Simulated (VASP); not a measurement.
Input of a VASP 6.6.1 run:

Contents of INCAR:

```
SYSTEM = MoS2
ALGO     = Normal         ! electronic algorithm
BPARAM   = 11.95        
CPARAM   = 0.0093       
EDIFF    = 1E-7           ! SCF threshold, eV
EDIFFG   = -0.005         ! ionic threshold
ENCUT    = 600            ! plane-wave cutoff, eV
IBRION   = 2              ! ionic algorithm
ISIF     = 3              ! what is computed and relaxed
ISMEAR   = 0              ! smearing method
IVDW_NL  = 2            
KPAR     = 2            
LASPH    = .TRUE.         ! aspherical terms in the spheres
LATTICE_CONSTRAINTS= .TRUE. .TRUE. .FALSE.
LCHARG   = .FALSE.        ! write CHGCAR
LMIXTAU  = .TRUE.       
LREAL    = .FALSE.        ! projectors in reciprocal space
LUSE_VDW = .TRUE.       
LWAVE    = .FALSE.        ! write WAVECAR
METAGGA  = R2SCAN         ! meta-GGA
NELM     = 120            ! most SCF steps
NSW      = 90             ! ionic steps
PREC     = Accurate       ! precision mode
SIGMA    = 0.03           ! smearing width, eV
```

KPOINTS

```
k-points
0
G
  12 12 1
  0 0 0
```

Contents of POSCAR:

```
MoS2                                    
1.0
    3.1742549491      0.0000000000      0.0000000000
   -1.5871274745      2.7489854194      0.0000000000
    0.0000000000      0.0000000000     21.1302960000
  S               Mo            
     2     1
Direct
     0.3333333300000021    0.6666666699999979    0.4263861914399393
     0.3333333300000021    0.6666666699999979    0.5736138085600606
     0.6666666699999979    0.3333333300000021    0.5000000000000000
```

Potentials or basis: VASP PAW PBE potentials, release 64 (S, Mo_sv).

Command:

```console
$ cat potpaw_PBE.64/S/POTCAR potpaw_PBE.64/Mo_sv/POTCAR > POTCAR
$ mpirun -np 2 vasp_std > vasp.out
```

(1) Estimate the band gap on the k mesh.

## Answers

(1) 1.77 eV, indirect (least direct gap 1.81 eV).

Caveat: the relaxation stopped at its first step, so nothing moved.
